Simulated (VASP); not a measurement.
Here is a VASP 6.6.1 calculation.

File INCAR:

```
ALGO = Normal ; EDIFF = 1E-6
EDIFFG = -0.005 ; ENCUT = 600
GGA = PE ; IBRION = 2
ISIF = 3 ; ISMEAR = -1
IVDW = 2 ; LASPH = True
LCHARG = False ; LREAL = False
LWAVE = False ; NELM = 100
NSW = 40 ; PREC = Accurate
SIGMA = 0.05
```

KPOINTS

```
k-points
0
Gamma
  7 7 5
```

POSCAR

```
MoI
1.0
    3.6232628200      0.0000000000      0.0000000000
    0.0000000000      3.6232628200      0.0000000000
    0.0000000000      0.0000000000      5.0420814100
Mo I
1 1
Direct
    0.5000000000      0.5000000000      0.5000000000
    0.0000000000      0.0000000000      0.5000000000
```

Potentials or basis: VASP PAW PBE potentials, release 64 (Mo_sv, I).

Launch:

```console
$ cat potpaw_PBE.64/Mo_sv/POTCAR potpaw_PBE.64/I/POTCAR > POTCAR
$ mpirun -np 1 vasp_std > vasp.out
```

Problem. What does it give for the space group after relaxing (to 0.05 Å)?

Solution. P4/mmm (No. 123).

Problem. What does it give for the relaxed cell?

Solution. a = 3.859 Å, b = 3.859 Å, c = 3.131 Å, α = 90.00°, β = 90.00°, γ = 90.00°.

Problem. Estimate the dispersion energy per atom.

Solution. -0.550 eV.

Final structure:
```yaml
crystal:
  lattice:
    - [3.85930, 0.00000, 0.00000]
    - [0.00000, 3.85930, 0.00000]
    - [0.00000, 0.00000, 3.13054]
  atoms:
    - { symbol: Mo, position: [0.50000, 0.50000, 0.50000] }
    - { symbol: I, position: [0.00000, 0.00000, 0.50000] }
```

Caveat: atom-pairwise D2, TS and ULG terms overbind metals; an odd number of electrons without spin polarisation forces a metal; a magnetic or distorted state may lie lower. Spin-orbit coupling is left out, which matters for the levels of I.
